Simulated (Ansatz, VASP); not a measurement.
# Cross-check of Ga2O3 between VASP and Ansatz, part 2 of 2

One calculation is typed for both programs; each brings its own data sets. How far apart do they land? The cell is taken from a series of runs on this material, whose earlier steps may have relaxed, scaled, displaced or heated it; both programs get it as it stands.

VASP 6.6.1 and Ansatz 0.2.0.

So far: The starting structure; Ansatz: G0W0 gap, PBE.

**3. VASP: G0W0 gap, PBE**

Level of this step: G0W0 on PBE; plane waves and PAW (Ga_d_GW, O_GW) (VASP).

The same cell, functional and mesh now go to VASP, with its own data sets.

Lines of VASP's logs that name or quote its potential files are left out, and so is its time.

The run reads the wave functions of an earlier VASP run, which isn't shown here.

The input, INCAR:

```
SYSTEM = Ga2O3
PREC = Accurate
ENCUT = 440
ISMEAR = 0
SIGMA = 0.01
LREAL = .FALSE.
GGA = PE
NBANDS = 440
ALGO = EVGW0
NELMGW = 1
ENCUTGW = 140
NOMEGA = 64
PRECFOCK = Fast
NBANDSGW = 56
LWAVE = .FALSE.
LCHARG = .FALSE.
```

The input, POSCAR:

```
Ga2O3
1.0
    6.2902100000     -1.5641065000      0.0000000000
    6.2902100000      1.5641065000      0.0000000000
   -1.4275685628      0.0000000000      5.7989090001
Ga O
4 6
Direct
    0.0896569586      0.0896569586      0.7951512165
    0.9103430414      0.9103430414      0.2048487835
    0.6578009817      0.6578009817      0.3145686163
    0.3421990183      0.3421990183      0.6854313837
    0.1597469846      0.1597469846      0.1104589262
    0.8402530154      0.8402530154      0.8895410738
    0.1745185352      0.1745185352      0.5670763865
    0.8254814648      0.8254814648      0.4329236135
    0.4948447229      0.4948447229      0.2578016994
    0.5051552771      0.5051552771      0.7421983006
```

The input, KPOINTS:

```
Automatic mesh
0
Gamma
4 4 2
0 0 0
```

The projector-augmented-wave data sets are Ga_d_GW and O_GW (PBE family, release 64).

Started as:

```bash
> mpirun -np 8 vasp_std
```

Numbers of over 12 decimals in the logs are rounded to 6 here.

Log:

```text
[banner, memory and clock lines left out]
running    8 mpi-ranks, on    1 nodes
 distrk:  each k-point on    8 cores,    1 groups
 distr:  one band on    1 cores,    8 groups

 POSCAR found type information on POSCAR GaO
 POSCAR found :  2 types and      10 ions
|                                                                             |
|           W    W    AA    RRRRR   N    N  II  N    N   GGGG   !!!           |
|           W    W   A  A   R    R  NN   N  II  NN   N  G    G  !!!           |
|           W    W  A    A  R    R  N N  N  II  N N  N  G       !!!           |
|           W WW W  AAAAAA  RRRRR   N  N N  II  N  N N  G  GGG   !            |
|           WW  WW  A    A  R   R   N   NN  II  N   NN  G    G                |
|           W    W  A    A  R    R  N    N  II  N    N   GGGG   !!!           |
|                                                                             |
|     For optimal performance we recommend to set                             |
|       NCORE = 2 up to number-of-cores-per-socket                            |
|     NCORE specifies how many cores store one orbital (NPAR=cpu/NCORE).      |
|     This setting can greatly improve the performance of VASP for DFT.       |
|     The default, NCORE=1 might be grossly inefficient on modern             |
|     multi-core architectures or massively parallel machines. Do your        |
|     Unfortunately you need to use the default for GW and RPA                |
|     calculations (for HF NCORE is supported but not extensively tested      |
|     yet).                                                                   |
|                                                                             |

|                                                                             |
|           W    W    AA    RRRRR   N    N  II  N    N   GGGG   !!!           |
|           W    W   A  A   R    R  NN   N  II  NN   N  G    G  !!!           |
|           W    W  A    A  R    R  N N  N  II  N N  N  G       !!!           |
|           W WW W  AAAAAA  RRRRR   N  N N  II  N  N N  G  GGG   !            |
|           WW  WW  A    A  R   R   N   NN  II  N   NN  G    G                |
|           W    W  A    A  R    R  N    N  II  N    N   GGGG   !!!           |
|                                                                             |
|     The default for ENCUTGWSOFT is different in this version of VASP.       |
|     please manually set ENCUTGWSOFT =140 in the INCAR file.                 |
|                                                                             |

 LDA part: xc-table for (Slater+PW92), standard interpolation
 found WAVECAR, reading the header
 POSCAR, INCAR and KPOINTS ok, starting setup
 FFT: planning ... GRIDC
 FFT: planning ... GRID_SOFT
 FFT: planning ... GRID
 reading WAVECAR
 the WAVECAR file was read successfully
 initial charge from wavefunction
 available memory per node:     60.17 GB, setting MAXMEM to     61609

 The Fermi energy was updated, please check that it is located mid-gap
 values below the HOMO (VB) or above the LUMO (CB) will cause erroneous energies
 E-fermi :   3.7779

 calculate exact exchange contribution
 the WAVEDER file was read successfully
energies w=
    0.000    0.000    0.538    0.000    1.075    0.000    1.610    0.000
    2.141    0.000    2.668    0.000    3.189    0.000    3.705    0.000
    4.213    0.000    4.715    0.000    5.210    0.000    5.698    0.000
    6.180    0.000    6.655    0.000    7.124    0.000    7.588    0.000
    8.046    0.000    8.501    0.000    8.952    0.000    9.401    0.000
    9.848    0.000   10.294    0.000   10.741    0.000   11.188    0.000
   11.639    0.000   12.092    0.000   12.551    0.000   13.016    0.000
   13.488    0.000   13.970    0.000   14.462    0.000   14.967    0.000
   15.486    0.000   16.023    0.000   16.578    0.000   17.156    0.000
   17.759    0.000   18.390    0.000   19.054    0.000   19.756    0.000
   20.500    0.000   21.293    0.000   22.143    0.000   23.057    0.000
   24.046    0.000   25.122    0.000   26.302    0.000   27.601    0.000
   29.043    0.000   30.656    0.000   32.475    0.000   34.547    0.000
   36.929    0.000   39.701    0.000   42.969    0.000   46.883    0.000
   51.653    0.000   57.597    0.000   65.202    0.000   75.271    0.000
   89.212    0.000  109.756    0.000  142.981    0.000  205.696    0.000
 responsefunction array rank=     440
 LDA part: xc-table for (Slater+PW92), standard interpolation

 min. memory requirement per mpi rank    471.4 MB, per node   3771.5 MB

 allocating   8 responsefunctions rank=   440
 shmem allocating  64 responsefunctions rank=   440
 response function shared by NCSHMEM nodes    1
 Doing            8  frequencies on each core in blocks of           64
NQ=   1    0.0000    0.0000    0.0000,
|.........|.........|.........|.........|.........|.........|.........|.........
 performed       1805000 updates of chi_q(r,r)
 total number of BLAS operations       2682.47 Gflops
NQ=   2    0.2500    0.0000   -0.0000,
|.........|.........|.........|.........|.........|.........|.........|.........
 performed       4497000 updates of chi_q(r,r)
 total number of BLAS operations       6664.62 Gflops
NQ=   3    0.5000    0.0000   -0.0000,
|.........|.........|.........|.........|.........|.........|.........|.........
 performed       6597000 updates of chi_q(r,r)
 total number of BLAS operations       9801.00 Gflops
NQ=   4    0.2500    0.2500   -0.0000,
|.........|.........|.........|.........|.........|.........|.........|.........
 performed       8894000 updates of chi_q(r,r)
 total number of BLAS operations      13059.20 Gflops
NQ=   5    0.5000    0.2500   -0.0000,
|.........|.........|.........|.........|.........|.........|.........|.........
 performed      11586000 updates of chi_q(r,r)
 total number of BLAS operations      17059.89 Gflops
NQ=   6   -0.2500    0.2500    0.0000,
|.........|.........|.........|.........|.........|.........|.........|.........
 performed      13785000 updates of chi_q(r,r)
 total number of BLAS operations      20328.24 Gflops
NQ=   7    0.5000    0.5000   -0.0000,
|.........|.........|.........|.........|.........|.........|.........|.........
 performed      15590000 updates of chi_q(r,r)
 total number of BLAS operations      22803.27 Gflops
NQ=   8    0.0000    0.0000    0.5000,
|.........|.........|.........|.........|.........|.........|.........|.........
 performed      17395000 updates of chi_q(r,r)
 total number of BLAS operations      25230.71 Gflops
NQ=   9    0.2500    0.0000    0.5000,
|.........|.........|.........|.........|.........|.........|.........|.........
 performed      20087000 updates of chi_q(r,r)
 total number of BLAS operations      29194.36 Gflops
NQ=  10    0.5000    0.0000    0.5000,
|.........|.........|.........|.........|.........|.........|.........|.........
 performed      22187000 updates of chi_q(r,r)
 total number of BLAS operations      32418.47 Gflops
NQ=  11    0.2500    0.2500    0.5000,
|.........|.........|.........|.........|.........|.........|.........|.........
 performed      24484000 updates of chi_q(r,r)
 total number of BLAS operations      35599.73 Gflops
NQ=  12    0.5000    0.2500    0.5000,
|.........|.........|.........|.........|.........|.........|.........|.........
 performed      27176000 updates of chi_q(r,r)
 total number of BLAS operations      39656.31 Gflops
NQ=  13   -0.2500    0.2500    0.5000,
|.........|.........|.........|.........|.........|.........|.........|.........
 performed      29375000 updates of chi_q(r,r)
 total number of BLAS operations      43031.68 Gflops
NQ=  14    0.5000    0.5000    0.5000,
|.........|.........|.........|.........|.........|.........|.........|.........
 performed      31180000 updates of chi_q(r,r)
 total number of BLAS operations      45554.78 Gflops
 resolving degeneracies of screened two electron integrals

 calculate QP shifts <psi_nk| G(iteration)W_0 |psi_nk>: iteration 1
 entering main loop
```

Parts of OUTCAR (step 3):

```text
ion  position               nearest neighbor table
   1  0.090  0.090  0.795-  10 1.88  10 1.88   5 1.88   7 1.92
   2  0.910  0.910  0.205-   9 1.88   9 1.88   6 1.88   8 1.92
   3  0.658  0.658  0.315-   5 1.99   5 1.99   9 2.00   8 2.06   7 2.15   7 2.15
   4  0.342  0.342  0.685-   6 1.99   6 1.99  10 2.00   7 2.06   8 2.15   8 2.15
   5  0.160  0.160  0.110-   1 1.88   3 1.99   3 1.99
   6  0.840  0.840  0.890-   2 1.88   4 1.99   4 1.99
   7  0.175  0.175  0.567-   1 1.92   4 2.06   3 2.15   3 2.15
   8  0.825  0.825  0.433-   2 1.92   3 2.06   4 2.15   4 2.15
   9  0.495  0.495  0.258-   2 1.88   2 1.88   3 2.00
  10  0.505  0.505  0.742-   1 1.88   1 1.88   4 2.00

  LATTYP: Found a base centered monoclinic cell.
 ALAT       =    12.5804200000
 B/A-ratio  =     0.2486572785
 C/A-ratio  =     0.4747093499
 COS(beta)  =    -0.2390419096

 Subroutine GETGRP returns: Found  4 space group operations
 (whereof  4 operations were pure point group operations)

The static configuration has the point symmetry C_2h.

 Found     14 irreducible k-points:

   k-points           NKPTS =     14   k-points in BZ     NKDIM =     32   number of bands    NBANDS=    440

   dimension x,y,z NGX =    48 NGY =   48 NGZ =   42
   dimension x,y,z NGXF=    96 NGYF=   96 NGZF=   84

   ENCUT  =  440.0 eV  32.34 Ry    5.69 a.u.  11.09 11.09 10.21*2*pi/ulx,y,z

   NELECT =      88.0000    total number of electrons

  energy-cutoff  :      440.00
  volume of cell :      114.11
      direct lattice vectors                 reciprocal lattice vectors
     6.290210000 -1.564106500  0.000000000     0.079488602 -0.319671327  0.019568410
     6.290210000  1.564106500  0.000000000     0.079488602  0.319671327  0.019568410
    -1.427568563  0.000000000  5.798909000     0.000000000  0.000000000  0.172446231

 k-points in reciprocal lattice and weights: Automatic mesh
   0.00000000  0.00000000  0.00000000       0.031
   0.25000000  0.00000000 -0.00000000       0.125
   0.50000000  0.00000000 -0.00000000       0.062
   0.25000000  0.25000000 -0.00000000       0.062
   0.50000000  0.25000000 -0.00000000       0.125
  -0.25000000  0.25000000  0.00000000       0.062
   0.50000000  0.50000000 -0.00000000       0.031
   0.00000000  0.00000000  0.50000000       0.031
   0.25000000  0.00000000  0.50000000       0.125
[...]
-0.25000000  0.25000000  0.50000000       0.062
   0.50000000  0.50000000  0.50000000       0.031

 E-fermi :   3.7779

 QP shifts <psi_nk| G(iteration)W_0 |psi_nk>: iteration 1
 for sc-GW calculations column KS-energies equals QP-energies in previous step
 and V_xc(KS)=  KS-energies - (<T + V_ion + V_H > + <T+V_H+V_ion>^1  + <V_x>^1)
 k-point   1 :       0.0000    0.0000    0.0000
  band No.  KS-energies  QP-energies   sigma(KS)   V_xc(KS)     V^pw_x(r,r')   Z            occupation Imag(sigma)
    ...
     41       2.3096       1.6256     -20.7372     -19.8109     -25.2656       0.7385       2.0000       0.0832
     42       2.5220       1.7424     -20.5017     -19.4405     -25.2232       0.7346       2.0000       0.0869
     43       2.6581       1.9429     -20.6409     -19.6696     -25.1387       0.7363       2.0000       0.0817
     44       2.9101       2.1129     -21.0898     -20.0145     -25.8650       0.7415       2.0000       0.0826
     45       4.6202       5.4191     -12.4755     -13.4647      -9.2821       0.8076       0.0000      -0.0520
     46       8.0408       9.2155     -13.1081     -14.6054      -9.2186       0.7846       0.0000      -0.0747
     47       8.8517      10.1307     -13.4385     -15.0744      -9.3721       0.7818       0.0000      -0.0781
     48       9.1847      10.1481     -11.6829     -12.8975      -7.6360       0.7931       0.0000      -0.0773
    ...

 k-point   2 :       0.2500    0.0000   -0.0000
  band No.  KS-energies  QP-energies   sigma(KS)   V_xc(KS)     V^pw_x(r,r')   Z            occupation Imag(sigma)
    ...
     41       1.9512       1.1188     -20.3901     -19.2635     -24.9337       0.7389       2.0000       0.0855
     42       2.3099       1.4675     -20.0804     -18.9246     -24.8723       0.7288       2.0000       0.0923
     43       2.4727       1.6554     -20.3265     -19.2079     -25.1142       0.7307       2.0000       0.0903
     44       2.8926       2.0569     -21.0770     -19.9480     -25.9624       0.7402       2.0000       0.0844
     45       6.9535       8.0137     -14.1180     -15.4663     -10.8143       0.7863       0.0000      -0.0606
     46       8.6446       9.8145     -12.7943     -14.2890      -8.7260       0.7827       0.0000      -0.0798
     47       9.0041      10.3264     -13.5960     -15.2944      -9.4950       0.7786       0.0000      -0.0793
     48      10.1748      11.5092     -13.3811     -15.1156      -8.9796       0.7694       0.0000      -0.0933
    ...

 k-point   3 :       0.5000    0.0000   -0.0000
  band No.  KS-energies  QP-energies   sigma(KS)   V_xc(KS)     V^pw_x(r,r')   Z            occupation Imag(sigma)
    ...
     41       2.1550       1.4156     -20.6894     -19.6905     -25.0998       0.7402       2.0000       0.0814
     42       2.2708       1.4357     -20.1390     -18.9940     -24.9044       0.7295       2.0000       0.0920
     43       2.4819       1.6966     -20.5448     -19.4775     -25.1880       0.7358       2.0000       0.0862
     44       2.8373       1.9359     -20.9878     -19.7636     -26.0632       0.7363       2.0000       0.0879
     45       8.0283       8.9771     -11.4251     -12.6085      -7.4379       0.8017       0.0000      -0.0705
     46       8.7299       9.8660     -12.0795     -13.5125      -7.8745       0.7928       0.0000      -0.0781
     47       9.3866      10.6821     -13.1241     -14.7892      -8.8514       0.7781       0.0000      -0.0875
     48       9.5681      10.9569     -13.8597     -15.6585      -9.6802       0.7721       0.0000      -0.0852
    ...

 k-point   4 :       0.2500    0.2500   -0.0000
  band No.  KS-energies  QP-energies   sigma(KS)   V_xc(KS)     V^pw_x(r,r')   Z            occupation Imag(sigma)
    ...
     41       2.2261       1.4844     -20.8335     -19.8287     -25.2759       0.7382       2.0000       0.0814
     42       2.2967       1.5986     -20.7468     -19.8006     -25.2726       0.7379       2.0000       0.0832
     43       2.4126       1.5940     -20.0974     -18.9781     -24.8346       0.7313       2.0000       0.0899
     44       2.8628       2.0445     -21.0271     -19.9192     -25.8454       0.7387       2.0000       0.0835
     45       5.5137       6.3706     -14.0240     -15.1068     -11.2153       0.7913       0.0000      -0.0512
     46       7.8266       8.9745     -13.4878     -14.9535      -9.7638       0.7832       0.0000      -0.0736
     47       8.6894       9.7710     -12.0471     -13.4110      -7.9565       0.7930       0.0000      -0.0762
     48       8.9239      10.0260     -12.6091     -14.0067      -8.6025       0.7885       0.0000      -0.0788
    ...

[... 4 further parts left out ...]
```

**4. Comparison**

Known differences besides the potentials themselves: fixed occupations in Ansatz, narrow Gaussian smearing in VASP; the cutoff is 420 eV in Ansatz and 440 eV in VASP; VASP leaves aspherical gradient terms in its spheres out (LASPH is not set), Ansatz keeps them; Ansatz integrates over frequency by contour deformation, VASP on a grid of NOMEGA points; Ansatz's G0W0 levels solve the quasiparticle equation, VASP's are linearised. Total energies have different zeros and are not compared.

Both answers:

| quantity | Ansatz | VASP | difference |
| --- | --- | --- | --- |
| G0W0 gap on the mesh (eV) | 3.23 | 3.26 | -0.03 |
| Kohn-Sham gap under it (eV) | 1.72 | 1.68 | +0.03 |

**5. Summary of results**

| Property | Result |
| --- | --- |
| difference in G0W0 gap on the mesh (G0W0 gap, PBE) | -0.027 eV |

**Reading.** The difference in G0W0 gap on the mesh is -0.027 eV (G0W0 gap, PBE). How closely two codes agree says nothing of how well the functional describes the real material.

[Lines on the potential files, build, host, timing and source positions are cut from VASP's logs without a mark.]

[Logs are printed without paths, hosts, clocks, repeated set-up lines and the standing remarks that a program may print on its own settings, such as how far it seeks lower states.]

[Hosts, paths, dates, database ids (printed as entryN), source tags and the programs' standing remarks are cut or masked in the printed files.]
